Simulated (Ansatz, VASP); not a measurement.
# V (V wire along [100], 21 atoms a period) in two plane-wave programs

Aim: how closely do two programs agree when they are given the same cell, functional and k mesh? Of the first pair: The structure shown is the start of the Ansatz relaxation below; VASP solves that cell, so the two are compared at the walk's first step.

Method: plane waves, with VASP 6.6.1 beside it; PBE, in Ansatz 0.2.0.

## 1. The structure

The cell holds 21 atoms: 21 V. Cell: a = 15.770 Å, b = 15.770 Å, c = 2.990 Å, α = 90.0°, β = 90.0°, γ = 90.0°. Vacuum lies along a and b. The structure's axis is c.

## 2. Ansatz: relaxation, PBE

Ansatz runs on its PAW soft_1 files.

The two programs are compared at the cell with which this relaxation starts, whose forces are those of its first step.

input.yaml

```yaml
crystal:
  lattice:
    - [15.77, 0.0, 0.0]
    - [0.0, 15.77, 0.0]
    - [0.0, 0.0, 2.99]
  atoms:
    - { symbol: V, position: [0.310399493, 0.310399493, 0.0] }
    - { symbol: V, position: [0.310399493, 0.5, 0.0] }
    - { symbol: V, position: [0.310399493, 0.689600507, 0.0] }
    - { symbol: V, position: [0.5, 0.310399493, 0.0] }
    - { symbol: V, position: [0.5, 0.5, 0.0] }
    - { symbol: V, position: [0.5, 0.689600507, 0.0] }
    - { symbol: V, position: [0.689600507, 0.310399493, 0.0] }
    - { symbol: V, position: [0.689600507, 0.5, 0.0] }
    - { symbol: V, position: [0.689600507, 0.689600507, 0.0] }
    - { symbol: V, position: [0.215599239, 0.405199746, 0.5] }
    - { symbol: V, position: [0.215599239, 0.594800254, 0.5] }
    - { symbol: V, position: [0.405199746, 0.215599239, 0.5] }
    - { symbol: V, position: [0.405199746, 0.405199746, 0.5] }
    - { symbol: V, position: [0.405199746, 0.594800254, 0.5] }
    - { symbol: V, position: [0.405199746, 0.784400761, 0.5] }
    - { symbol: V, position: [0.594800254, 0.215599239, 0.5] }
    - { symbol: V, position: [0.594800254, 0.405199746, 0.5] }
    - { symbol: V, position: [0.594800254, 0.594800254, 0.5] }
    - { symbol: V, position: [0.594800254, 0.784400761, 0.5] }
    - { symbol: V, position: [0.784400761, 0.405199746, 0.5] }
    - { symbol: V, position: [0.784400761, 0.594800254, 0.5] }
kpoints:
  mp_grid: { grid: [1, 1, 27] }
scf:
  occupations: { method: fermi_dirac, width: 0.05 }
hamiltonian:
  xc: pbe
  pseudopotentials: { kind: paw, azcp: { folder: soft_1 } }
relax:
  cell: { fix: [a, b, alpha, beta, gamma] }
  max_steps: 45
  f_tol: 0.03
```

Started as:

```sh
> ansatz run input.yaml --threads 4 --pin off --max-ram 16384MiB --backend cpu --events-out ev --progress --plain --runs-dir out
```

Numbers of over 12 decimals in the logs are rounded to 6 here.

Output:

```text
Engine: ansatz 0.2.0, aarch64-unknown-linux-gnu
Pseudopotentials: kind: paw
Pseudopotential: V, paw, valence charge 13, recommended cutoff 420 eV (normal), soft_1/V.paw.azcp
Functional definition: PBE
  parameter kappa = 0.804
  parameter beta = 0.066725
  exchange = pbe_x(kappa = kappa, mu = beta*pi^2/3)
  correlation = pbe_c(beta = beta)
Crystal: 21 atoms, lattice volume = 743.592 Å³
Basis set: ecut = 420 eV, 14361 PW (Γ), exchange–correlation on 216×216×40 points (8 copies of the dense FFT grid, shifted against one another)
Bands: 164, of which v1, the nominal top of the filled ones, is band 137 counted from 1 (136 counted from 0)
Symmetry: 16 space group operations
Space group: P4/mmm (ITA 123), of the structure as read, at distance tolerance 9.1e-5 Å
k-points: 14 of 27
Non-local potential: V, projectors of the file, l = 0: 3, l = 1: 2, l = 2: 3, l = 3: 1
PAW form: soft (Blöchl's): semilocal exchange-correlation on the pseudo side does not see the compensation charge
PAW one-centre angular grid: V, 590 points (default); XC on 64 Gauss nodes
Initial density: superposition of atomic densities (neutral atoms: chi_scale 0, normalization atom)
Initial wavefunctions: pseudopotential atomic-orbital guess
Functional: x = pbe(κ = 0.804, μ = 0.219515), c = pbe(β = 0.066725)
SCF iter   1: F=—  HF=-61180.788413 eV  |F-HF|=—  |Δ(HF+E_count)|=         —  Δρ=1.07e-1  dr2=6.76e2  ethr=3.10e-3  ⟨swp⟩=9.8  Hψ=10643  notcnv=0
preconditioner: auto → LDOS  [metal: Δε(μ)=0.016 eV  Ē_g=3.416 eV  σ=0.050 eV  W_gap=0.08  n_scr=142 (ndim 8)  ℏωp=14.0 eV  f_vac=0.462  D(μ)=19.03/eV (n_scr^D=106)  β→1.0]
SCF iter   2: F=—  HF=-61267.495551 eV  |F-HF|=—  |Δ(HF+E_count)|=    8.67e1  Δρ=3.21e-1  dr2=4.81e3  ethr=3.10e-3  ⟨swp⟩=14.6  Hψ=19109  notcnv=0  defer=20  recentre
SCF iter   3: F=—  HF=-61152.026366 eV  |F-HF|=—  |Δ(HF+E_count)|=    1.15e2  Δρ=6.61e-2  dr2=2.19e2  ethr=3.10e-3  ⟨swp⟩=14.0  Hψ=17444  notcnv=0  defer=11
SCF iter   4: F=—  HF=-61144.320945 eV  |F-HF|=—  |Δ(HF+E_count)|=    7.71e0  Δρ=2.45e-2  dr2=3.62e1  ethr=3.10e-3  ⟨swp⟩=11.2  Hψ=8736  notcnv=0  defer=19
SCF iter   5: F=—  HF=-61143.107150 eV  |F-HF|=—  |Δ(HF+E_count)|=    1.21e0  Δρ=1.07e-2  dr2=4.26e0  ethr=3.10e-3  ⟨swp⟩=7.1  Hψ=5935  notcnv=1  defer=14
SCF iter   6: F=—  HF=-61143.039021 eV  |F-HF|=—  |Δ(HF+E_count)|=   6.81e-2  Δρ=3.98e-3  dr2=2.26e-1  ethr=1.56e-3  ⟨swp⟩=2.9  Hψ=3149  notcnv=0  defer=14
SCF iter   7: F=—  HF=-61143.035704 eV  |F-HF|=—  |Δ(HF+E_count)|=   3.32e-3  Δρ=4.56e-3  dr2=1.19e0  ethr=8.28e-5  ⟨swp⟩=5.6  Hψ=4367  notcnv=0  defer=20
SCF iter   8: F=—  HF=-61143.015620 eV  |F-HF|=—  |Δ(HF+E_count)|=   2.01e-2  Δρ=8.36e-4  dr2=1.51e-2  ethr=8.28e-5  ⟨swp⟩=2.4  Hψ=3083  notcnv=0  defer=13
SCF iter   9: F=—  HF=-61143.017416 eV  |F-HF|=—  |Δ(HF+E_count)|=   1.80e-3  Δρ=6.97e-4  dr2=2.09e-2  ethr=5.54e-6  ⟨swp⟩=2.8  Hψ=3309  notcnv=0  defer=13
SCF iter  10: F=—  HF=-61143.017327 eV  |F-HF|=—  |Δ(HF+E_count)|=   8.93e-5  Δρ=2.37e-4  dr2=5.73e-4  ethr=5.54e-6  ⟨swp⟩=1.6  Hψ=2365  notcnv=0  defer=13
SCF iter  11: F=—  HF=-61143.017437 eV  |F-HF|=—  |Δ(HF+E_count)|=   1.10e-4  Δρ=1.14e-4  dr2=6.34e-4  ethr=2.10e-7  ⟨swp⟩=2.9  Hψ=3209  notcnv=0  defer=13
SCF iter  12: F=—  HF=-61143.017444 eV  |F-HF|=—  |Δ(HF+E_count)|=   7.69e-6  Δρ=2.52e-5  dr2=4.55e-6  ethr=2.10e-7  ⟨swp⟩=1.1  Hψ=2284  notcnv=0  defer=13
SCF iter  13: F=—  HF=-61143.018642 eV  |F-HF|=—  |Δ(HF+E_count)|=   1.20e-3  Δρ=2.37e-5  dr2=1.40e-5  ethr=1.67e-9  ⟨swp⟩=3.4  Hψ=4554  notcnv=0  defer=13
SCF iter  14: F=—  HF=-61143.018642 eV  |F-HF|=—  |Δ(HF+E_count)|=   7.70e-8  Δρ=4.44e-6  dr2=3.42e-7  ethr=1.67e-9  ⟨swp⟩=2.0  Hψ=2932  notcnv=0  defer=13
SCF iter  15: F=-61143.018642 eV  HF=-61143.018642 eV  |F-HF|=1.33e-8  |Δ(HF+E_count)|=   9.50e-8  Δρ=2.36e-6  dr2=4.66e-8  ethr=3.66e-11  ⟨swp⟩=5.8  Hψ=7520  notcnv=0
SCF 1 converged in 15 iterations: F = -61143.018642 eV  dr2 = 4.66e-8
  greatest PAW one-centre occupation: 1.000 electrons in one spin orbital (limit 2), on the V atom at site 17 (counted from 0), in its partial waves of l = 0
relax step   1: F+E_penalty+E_count = -61143.01864245 eV  Δ(F+E_penalty+E_count) = +0.000e0 eV  max|allowed force component| = 1.183e0 eV/Å  Δτ_max = 0.0000 Å  P = -4.416 GPa  Ω = 743.592 Å³  fix = [a, b, alpha, beta, gamma]  reactions: a -4.205, b -4.205 GPa  (15 SCF iters, dr2 threshold 1.00e-7 eV, accepted)
[...]
relax step   3: F+E_penalty+E_count = -61144.17619176 eV  Δ(F+E_penalty+E_count) = -6.920e-2 eV  max|allowed force component| = 1.647e-1 eV/Å  Δτ_max = 0.0152 Å  P = -0.065 GPa  Ω = 730.366 Å³  energy of the carried Pulay correction = +4.801e-3 eV  fix = [a, b, alpha, beta, gamma]  reactions: a -0.140, b -0.140 GPa  (8 SCF iters, dr2 threshold 2.10e-6 eV, accepted)
[...]
relax step   4: F+E_penalty+E_count = -61144.18311249 eV  Δ(F+E_penalty+E_count) = -6.921e-3 eV  max|allowed force component| = 1.904e-2 eV/Å  Δτ_max = 0.0159 Å  P = -0.061 GPa  Ω = 732.673 Å³  energy of the carried Pulay correction = +3.957e-3 eV  fix = [a, b, alpha, beta, gamma]  reactions: a -0.081, b -0.081 GPa  (7 SCF iters, dr2 threshold 1.70e-6 eV, accepted)
[...]
relax step   5: F+E_penalty+E_count = -61144.17852477 eV  Δ(F+E_penalty+E_count) = +4.588e-3 eV  max|allowed force component| = 1.906e-2 eV/Å  Δτ_max = 0.0000 Å  P = -0.051 GPa  Ω = 732.673 Å³  fix = [a, b, alpha, beta, gamma]  reactions: a -0.070, b -0.070 GPa  stress off target by 1.37e-2 GPa on what of the cell is left free  SCF on the basis re-selected at this cell (its energy is not comparable with the rows above)  (9 SCF iters)
basis re-selected at this cell: Δ(F+E_penalty+E_count) = +4.588e-3 eV, ΔP = +0.010 GPa vs the last step (what re-selecting the basis moved, of the pressure what is left beyond the Pulay correction that the steps carried, after the strain that the cell walked since its last selection, with what the two solves' SCF thresholds leave and, on support functions, any second-order correction that the steps lacked; it is no m [...]
SCF converged after 9 iterations
Free energy (F): -61144.178525 eV
Harris-Foulkes:  -61144.178525 eV  (|F-HF|=2.11e-10)
Internal energy: -61143.865241 eV  (E = F + TS)
E sigma→0 (E₀):  -61144.021883 eV
Entropy (-TS):   -0.313284 eV (-14.918 meV/atom)
Fermi energy:    4.241280 eV
--- Per-component energies (eV) ---
  E_band       = -6418.819451
  E_kinetic    = 6203.912354
  E_local      = -172913.940967  (includes V_loc(G=0)·N_el)
  E_nonlocal   = 1739.841101
  E_hartree    = 83029.087759
  E_xc         = -2402.384454
  E_vxc        = -3037.811234  (∫ρ·V_xc dr)
  E_paw        = -23643.065832  (= ΣΔE_a)
  E_vpaw       = -4469.017770  (= ΣTr[D̂ρ^β])
  E_aug_tail   = 0.022255  (compensation charges beyond the density's cutoff)
  E_ewald      = 46842.662544
  E_smearing   = -0.313284  (= −TS)
  E_closure    = 0.000000  (closes the sum)
  Σ components = -61144.178525   (vs F -61144.178525, Δ=0.00e0)
--- Forces (eV/Å), atoms counted from 1 ---
  atom   1  V      0.00021877     0.00021877     0.00000000
  atom   2  V      0.01269728     0.00000000     0.00000000
  atom   3  V      0.00021877    -0.00021877     0.00000000
  atom   4  V     -0.00000000     0.01269728     0.00000000
  atom   5  V      0.00000000     0.00000000     0.00000000
  atom   6  V     -0.00000000    -0.01269728     0.00000000
  atom   7  V     -0.00021877     0.00021877     0.00000000
  atom   8  V     -0.01269728     0.00000000     0.00000000
  atom   9  V     -0.00021877    -0.00021877     0.00000000
  atom  10  V     -0.00346798    -0.01246806     0.00000000
  atom  11  V     -0.00346798     0.01246806     0.00000000
  atom  12  V     -0.01246806    -0.00346798     0.00000000
  atom  13  V      0.01905996     0.01905996     0.00000000
  atom  14  V      0.01905996    -0.01905996     0.00000000
  atom  15  V     -0.01246806     0.00346798     0.00000000
  atom  16  V      0.01246806    -0.00346798     0.00000000
  atom  17  V     -0.01905996     0.01905996     0.00000000
  atom  18  V     -0.01905996    -0.01905996     0.00000000
  atom  19  V      0.01246806     0.00346798     0.00000000
  atom  20  V      0.00346798    -0.01246806     0.00000000
  atom  21  V      0.00346798     0.01246806     0.00000000
  max |Σ_I F_I| component: 7.37e-18 eV/Å
--- Stress (GPa, compression-positive) ---
       -0.070055       0.000000       0.000000
        0.000000      -0.070055       0.000000
        0.000000       0.000000      -0.013740
  P = ⅓ Tr σ = -0.0513 GPa (-0.513 kbar)
--- Relaxed structure (4 steps of the walk, 4 accepted, 1 SCFs on fresh bases) ---
  F+E_penalty+E_count = -61144.17852477 eV   max|allowed force component| = 1.906e-2 eV/Å   (the final SCF, on the basis selected at the relaxed cell)
  cell:  # Å, volume = 732.6726 Å³
    - [15.77, 0.0, 0.0]
    - [0.0, 15.77, 0.0]
    - [0.0, 0.0, 2.946094]
  atoms:
    - { symbol: V, position: [0.312536, 0.312536, 0.0] }
    - { symbol: V, position: [0.311920, 0.5, 0.0] }
    - { symbol: V, position: [0.312536, 0.687464, 0.0] }
    - { symbol: V, position: [0.5, 0.311920, 0.0] }
    - { symbol: V, position: [0.5, 0.5, 0.0] }
    - { symbol: V, position: [0.5, 0.688080, 0.0] }
    - { symbol: V, position: [0.687464, 0.312536, 0.0] }
    - { symbol: V, position: [0.688080, 0.5, 0.0] }
    - { symbol: V, position: [0.687464, 0.687464, 0.0] }
    - { symbol: V, position: [0.226885, 0.409035, 0.5] }
    - { symbol: V, position: [0.226885, 0.590965, 0.5] }
    - { symbol: V, position: [0.409035, 0.226885, 0.5] }
    - { symbol: V, position: [0.404830, 0.404830, 0.5] }
    - { symbol: V, position: [0.404830, 0.595170, 0.5] }
    - { symbol: V, position: [0.409035, 0.773115, 0.5] }
    - { symbol: V, position: [0.590965, 0.226885, 0.5] }
    - { symbol: V, position: [0.595170, 0.404830, 0.5] }
    - { symbol: V, position: [0.595170, 0.595170, 0.5] }
    - { symbol: V, position: [0.590965, 0.773115, 0.5] }
    - { symbol: V, position: [0.773115, 0.409035, 0.5] }
    - { symbol: V, position: [0.773115, 0.590965, 0.5] }
```

(Continued in part 2 of 2.)

[Lines on the potential files, build, host, timing and source positions are cut from VASP's logs without a mark.]

[Logs are printed without paths, hosts, clocks, repeated set-up lines and the standing remarks that a program may print on its own settings, such as how far it seeks lower states.]

[Hosts, paths, dates, database ids (printed as entryN), source tags and the programs' standing remarks are cut or masked in the printed files.]
